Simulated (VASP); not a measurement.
# ScInTeSe (P-6m2) in VASP: single point with r2SCAN

Aim: the single point of ScInTeSe with r2SCAN.

Everything below comes from runs of VASP 6.6.1. Logs are shortened: lines on timing, memory, paths and dates and some standing lists are left out, and cuts for length are marked.

### 1 The crystal as given

Symmetry: P-6m2, No. 187, hexagonal system. The conventional cell has a = 4.064 Å, b = 4.064 Å, c = 15.854 Å, α = 90.00°, β = 90.00°, γ = 120.00°. Sc (site symmetry 3m) has 3 Se at 2.76 Å and 3 Te at 2.94 Å as nearest neighbours. In (site symmetry -6m2) is surrounded by 6 Se at 3.28 Å. In (site symmetry -6m2) has 6 Te at 3.36 Å as nearest neighbours. Te (site symmetry 3m) is surrounded by 3 Sc at 2.94 Å and 3 In at 3.36 Å. Se (site symmetry 3m) has 3 Sc at 2.76 Å as nearest neighbours.

The cell was built by a generator and needn't be a form met in nature.

### 2 Single point, r2SCAN

The input, INCAR:

```
SYSTEM = ScInTeSe
  ALGO = Normal
  EDIFF = 1E-6
  ENCUT = 520
  ISIF = 2
  ISMEAR = 0
  KPAR = 2
  LASPH = .True.
  LCHARG = .False.
  LMIXTAU = .True.
  LREAL = .False.
  LWAVE = .False.
  METAGGA = R2SCAN
  NBANDS = 46
  NELM = 150
  PREC = Accurate
  SIGMA = 0.1
```

The input, KPOINTS:

```
k-points
0
Gamma
  8 8 2
  0 0 0
```

The input, POSCAR:

```
ScInTeSe
1.0
    4.0643600000      0.0000000000      0.0000000000
   -2.0321800000      3.5198390000      0.0000000000
    0.0000000000      0.0000000000     15.8537300000
Sc In Te Se
2 2 2 2
Direct
    0.0000000000      0.0000000000      0.2637020000
    0.0000000000      0.0000000000      0.7362980000
    0.3333330000      0.6666670000      0.5000000000
    0.6666670000      0.3333330000      0.0000000000
    0.3333330000      0.6666670000      0.1519350000
    0.3333330000      0.6666670000      0.8480650000
    0.6666670000      0.3333330000      0.3549970000
    0.6666670000      0.3333330000      0.6450030000
```

Potentials or basis: VASP PAW PBE potentials, release 64 (Sc_sv, In_d, Te, Se).

On the command line:

```
$ cat potpaw_PBE.64/Sc_sv/POTCAR potpaw_PBE.64/In_d/POTCAR potpaw_PBE.64/Te/POTCAR potpaw_PBE.64/Se/POTCAR > POTCAR
$ mpirun -np 2 vasp_std > vasp.out
```

OUTCAR:

```text
SYSTEM = ScInTeSe
   EDIFF = 1E-6
   ENCUT = 520
   ISIF = 2
   ISMEAR = 0
   LASPH = .True.
   LREAL = .False.
   METAGGA = R2SCAN
   NELM = 150
   PREC = Accurate

 ion  position               nearest neighbor table
   1  0.000  0.000  0.264-   7 2.76   7 2.76   7 2.76   5 2.94   5 2.94   5 2.94
   2  0.000  0.000  0.736-   8 2.76   8 2.76   8 2.76   6 2.94   6 2.94   6 2.94
   3  0.333  0.667  0.500-   7 3.28   8 3.28   7 3.28   8 3.28   7 3.28   8 3.28
   4  0.667  0.333  0.000-   5 3.36   6 3.36   5 3.36   6 3.36   5 3.36   6 3.36
   5  0.333  0.667  0.152-   1 2.94   1 2.94   1 2.94   4 3.36   4 3.36   4 3.36
   6  0.333  0.667  0.848-   2 2.94   2 2.94   2 2.94   4 3.36   4 3.36   4 3.36
   7  0.667  0.333  0.355-   1 2.76   1 2.76   1 2.76   3 3.28   3 3.28   3 3.28
   8  0.667  0.333  0.645-   2 2.76   2 2.76   2 2.76   3 3.28   3 3.28   3 3.28

  LATTYP: Found a hexagonal cell.
 ALAT       =     4.0643600000
 C/A-ratio  =     3.9006707083

  Lattice vectors:

 A1 = (   4.0643600000,   0.0000000000,   0.0000000000)
 A2 = (  -2.0321800000,   3.5198390000,   0.0000000000)
 A3 = (   0.0000000000,   0.0000000000,  15.8537300000)

Analysis of symmetry for initial positions (statically):
=====================================================================
 Subroutine PRICEL returns:
 Original cell was already a primitive cell.

 Routine SETGRP: Setting up the symmetry group for a
 hexagonal supercell.

 Subroutine GETGRP returns: Found 12 space group operations
 (whereof 12 operations were pure point group operations)
 out of a pool of 24 trial point group operations.

The static configuration has the point symmetry D_3h.

Analysis of symmetry for dynamics (positions and initial velocities):
=====================================================================
 Subroutine PRICEL returns:
 Original cell was already a primitive cell.

 Routine SETGRP: Setting up the symmetry group for a
 hexagonal supercell.

 Subroutine GETGRP returns: Found 12 space group operations
 (whereof 12 operations were pure point group operations)
 out of a pool of 24 trial point group operations.

The dynamic configuration has the point symmetry D_3h.

 Subroutine INISYM returns: Found 12 space group operations
 (whereof 12 operations are pure point group operations),
 and found     1 'primitive' translations

----------------------------------------------------------------------------------------

                                     Primitive cell

  volume of cell :     226.8018

  direct lattice vectors                    reciprocal lattice vectors
     4.064360000  0.000000000  0.000000000     0.246041197  0.142051952  0.000000000
    -2.032180000  3.519839000  0.000000000     0.000000000  0.284103904  0.000000000
     0.000000000  0.000000000 15.853730000     0.000000000  0.000000000  0.063076639

  length of vectors
     4.064360000  4.064359991 15.853730000     0.284103903  0.284103904  0.063076639

  position of ions in fractional coordinates (direct lattice)
     0.000000000  0.000000000  0.263702000
     0.000000000  0.000000000  0.736298000
     0.333333000  0.666667000  0.500000000
     0.666667000  0.333333000  0.000000000
     0.333333000  0.666667000  0.151935000
     0.333333000  0.666667000  0.848065000
     0.666667000  0.333333000  0.354997000
     0.666667000  0.333333000  0.645003000

  ion indices of the primitive-cell ions
   primitive index   ion index
                 1           1
                 2           2
                 3           3
                 4           4
                 5           5
                 6           6
                 7           7
                 8           8

----------------------------------------------------------------------------------------

 KPOINTS: k-points

Automatic generation of k-mesh.
 Grid dimensions read from file:
 generate k-points for:    8    8    2

 Generating k-lattice:

  Cartesian coordinates                     Fractional coordinates (reciprocal lattice)
     0.030755150  0.017756494  0.000000000     0.125000000 -0.000000000  0.000000000
     0.000000000  0.035512988  0.000000000     0.000000000  0.125000000  0.000000000
     0.000000000  0.000000000  0.031538319     0.000000000  0.000000000  0.500000000

  Length of vectors
     0.035512988  0.035512988  0.031538319

  Shift w.r.t. Gamma in fractional coordinates (k-lattice)
     0.000000000  0.000000000  0.000000000

 Subroutine IBZKPT returns following result:
 ===========================================

 Found     20 irreducible k-points:

 Following reciprocal coordinates:
            Coordinates               Weight
  0.000000  0.000000  0.000000      1.000000
  0.125000  0.000000  0.000000      6.000000
  0.250000  0.000000  0.000000      6.000000
  0.375000  0.000000  0.000000      6.000000
  0.500000  0.000000  0.000000      3.000000
  0.125000  0.125000  0.000000      6.000000
[... 12 lines left out ...]
  0.250000  0.250000  0.500000      6.000000
  0.375000  0.250000  0.500000      6.000000
   k-points           NKPTS =     20   k-points in BZ     NKDIM =     20   number of bands    NBANDS=     46
   number of dos      NEDOS =    301   number of ions     NIONS =      8
   total plane-waves  NPLWV = 108000
   dimension x,y,z NGX =    30 NGY =   30 NGZ =  120
   dimension x,y,z NGXF=    60 NGYF=   60 NGZF=  240
   ions per type =               2   2   2   2
   NGX,Y,Z   is equivalent  to a cutoff of  12.27, 12.27, 12.58 a.u.
   NGXF,Y,Z  is equivalent  to a cutoff of  24.54, 24.54, 25.17 a.u.
 SYSTEM =  ScInTeSe
   PREC   = accura    normal or accurate (medium, high low for compatibility)
   ISTART =      0    job   : 0-new  1-cont  2-samecut
   ICHARG =      2    charge: 1-file 2-atom 10-const
   ISPIN  =      1    spin polarized calculation?
   LNONCOLLINEAR =      F non collinear calculations
   LSORBIT =      F    spin-orbit coupling
   LASPH  =      T    aspherical Exc in radial PAW
   ENCUT  =  520.0 eV  38.22 Ry    6.18 a.u.   7.56  7.56 29.48*2*pi/ulx,y,z
   NELM   =    150;   NELMIN=  2; NELMDL= -5     # of ELM steps
   EDIFF  = 0.1E-05   stopping-criterion for ELM
   LREAL  =      F    real-space projection
   EDIFFG = 0.1E-04   stopping-criterion for IOM
   NSW    =      0    number of steps for IOM
   IBRION =     -1    ionic relax: 0-MD 1-quasi-New 2-CG
   NFREE  =      0    steps in history (QN), initial steepest desc. (CG)
   ISIF   =      2    stress and relaxation
   ISYM   =      2    0-nonsym 1-usesym 2-fastsym
   POTIM  = 0.5000    time-step for ionic-motion
   TEBEG  =    0.0;   TEEND  =   0.0 temperature during run
   PSTRESS=    0.0 pullay stress
   NELECT =      72.0000    total number of electrons
   NUPDOWN=      -1.0000    fix difference up-down
   EMIN   =  10.00;   EMAX   =-10.00  energy-range for DOS
   EFERMI =   0.00;   METHOD = LEGACY
   ISMEAR =     0;   SIGMA  =   0.10  broadening in eV -4-tet -1-fermi 0-gaus
   EFERMI_NEDOS =   21; number of points for ismear=-14 and -15
   IALGO  =     38    algorithm
   IMIX   =      4    mixing-type and parameters
     AMIX     =   0.40;   BMIX     =  1.00
     AMIX_MAG =   1.60;   BMIX_MAG =  1.00
  volume/ion in A,a.u.               =      28.35       191.32
  Fermi-wavevector in a.u.,A,eV,Ry     =   1.116787  2.110421 16.969353  1.247212
  Thomas-Fermi vector in A             =   2.253404
   LORBIT       =      0    0 simple, 1 ext, 2 COOP (PROOUT), +10 PAW based schemes
   METAGGA = R2SCAN    functional components
   LHFCALC =     F    Hartree Fock is set to
   AEXX    =    0.0000 exact exchange contribution
   IVDW    =     0    specifies the selected vdW correction
   LEPSILON=     F    determine dielectric tensor
   LRPA    =     F    only Hartree local field effects (RPA)
 non-spin polarized calculation
 Gauss-broadening in eV      SIGMA  =   0.10
  energy-cutoff  :      520.00
  volume of cell :      226.80
 maximum number of plane-waves:      6147
   NGX = 15   NGY = 15   NGZ = 59

 number of electron      72.0000016 magnetization

 Free energy of the ion-electron system (eV)
  ---------------------------------------------------
  ext. energy  EPLUGINS =         0.00000000
  ---------------------------------------------------
  free energy    TOTEN  =      -156.68726785 eV

  energy without entropy =     -156.68620736  energy(sigma->0) =     -156.68673760

 E-fermi :   5.6095     XC(G=0):  -9.8266

 val. band max:        5.5667007144   @ k =   0.0000   0.0000   0.0000
 cond. band min:       5.7294640730   @ k =   0.5000   0.0000   0.5000
 fundamental gap:      0.1627633585
 Fermi energy:         5.6095403482

 k-point     1 :       0.0000    0.0000    0.0000
  band No.  band energies     occupation
      1     -47.5376      2.00000
      2     -47.5376      2.00000
      3     -25.1773      2.00000
      4     -25.1773      2.00000
      5     -25.1580      2.00000
      6     -25.1580      2.00000
[... 38 lines left out ...]
     45       7.8733      0.00000
     46       8.1771      0.00000

 k-point     2 :       0.1250    0.0000    0.0000
  band No.  band energies     occupation
      1     -47.5373      2.00000
      2     -47.5373      2.00000
      3     -25.1760      2.00000
      4     -25.1760      2.00000
      5     -25.1641      2.00000
      6     -25.1641      2.00000
[... 38 lines left out ...]
     45       7.8230      0.00000
     46       8.0661      0.00000

 k-point     3 :       0.2500    0.0000    0.0000
  band No.  band energies     occupation
      1     -47.5364      2.00000
      2     -47.5364      2.00000
      3     -25.1791      2.00000
      4     -25.1790      2.00000
      5     -25.1723      2.00000
      6     -25.1723      2.00000
[... 38 lines left out ...]
     45       7.5521      0.00000
     46       7.9510      0.00000

 k-point     4 :       0.3750    0.0000    0.0000
  band No.  band energies     occupation
      1     -47.5355      2.00000
      2     -47.5355      2.00000
      3     -25.1935      2.00000
      4     -25.1935      2.00000
      5     -25.1690      2.00000
      6     -25.1690      2.00000
[... 724 lines left out ...]
     45       7.4111      0.00000
     46       7.4376      0.00000

 k-point    19 :       0.2500    0.2500    0.5000
  band No.  band energies     occupation
      1     -47.5352      2.00000
      2     -47.5352      2.00000
      3     -25.1914      2.00000
      4     -25.1914      2.00000
      5     -25.1752      2.00000
      6     -25.1752      2.00000
[... 38 lines left out ...]
     45       7.4355      0.00000
     46       7.5441      0.00000

 k-point    20 :       0.3750    0.2500    0.5000
  band No.  band energies     occupation
      1     -47.5349      2.00000
      2     -47.5349      2.00000
      3     -25.1917      2.00000
      4     -25.1917      2.00000
      5     -25.1800      2.00000
      6     -25.1800      2.00000
[... 38 lines left out ...]
     45       7.2752      0.00000
     46       7.4719      0.00000

------------------------ aborting loop because EDIFF is reached ----------------------------------------

  FORCE on cell =-STRESS in cart. coord.  units (eV):
  Direction    XX          YY          ZZ          XY          YZ          ZX
  --------------------------------------------------------------------------------------
  -------------------------------------------------------------------------------------
  Total       -0.2187607     -0.2187607     -0.4762331      0.0000000     -0.0000000      0.0000000
  in kB       -1.5453733     -1.5453733     -3.3642146      0.0000000     -0.0000000      0.0000000
  external PRESSURE =      -2.1516538 kB  Pullay stress =       0.0000000 kB

 VOLUME and BASIS-vectors are now :
 -----------------------------------------------------------------------------
  energy-cutoff  :      520.00
  volume of cell :      226.80
      direct lattice vectors                 reciprocal lattice vectors
     4.064360000  0.000000000  0.000000000     0.246041197  0.142051952  0.000000000
    -2.032180000  3.519839000  0.000000000     0.000000000  0.284103904  0.000000000
     0.000000000  0.000000000 15.853730000     0.000000000  0.000000000  0.063076639

 POSITION                                       TOTAL-FORCE (eV/Angst)
 -----------------------------------------------------------------------------------
      0.00000      0.00000      4.18066        -0.000000      0.000000     -0.048536
      0.00000      0.00000     11.67307        -0.000000      0.000000      0.048536
     -0.00000      2.34656      7.92687         0.000000     -0.000000      0.000000
      2.03218      1.17328      0.00000         0.000000      0.000000      0.000000
     -0.00000      2.34656      2.40874        -0.000000      0.000000      0.062505
     -0.00000      2.34656     13.44499        -0.000000     -0.000000     -0.062505
      2.03218      1.17328      5.62803        -0.000000      0.000000     -0.035368
      2.03218      1.17328     10.22570        -0.000000      0.000000      0.035368
 -----------------------------------------------------------------------------------
    total drift:                               -0.000330      0.000190      0.000000

  FREE ENERGIE OF THE ION-ELECTRON SYSTEM (eV)
  ---------------------------------------------------
  free  energy   TOTEN  =      -156.6872678508 eV

  energy  without entropy=     -156.6862073587  energy(sigma->0) =     -156.68673760
```

Wall time 17 min (2 MPI ranks of Intel Xeon Platinum 8488C (Sapphire Rapids), shared host); peak memory 0.49 GiB.

Results:

- Free energy: -156.6873 eV
- Pressure: -0.2 GPa
- Largest force: 0.063 eV/Å
- Band gap on the k mesh: 0.16 eV, indirect (least direct gap 0.70 eV)

Forces in eV/Å, atoms in the order of the input:
```
Sc   0.000  0.000 -0.049
Sc   0.000  0.000  0.049
In   0.000  0.000  0.000
In   0.000  0.000  0.000
Te   0.000  0.000  0.063
Te   0.000  0.000 -0.063
Se   0.000  0.000 -0.035
Se   0.000  0.000  0.035
```

Caveat: the PAW data sets were made with another functional, which shifts forces and pressure a little; spin-orbit coupling is left out, which moves the levels of the heavy elements. r2SCAN opens gaps a little over a GGA but as a rule still falls short of measured ones.
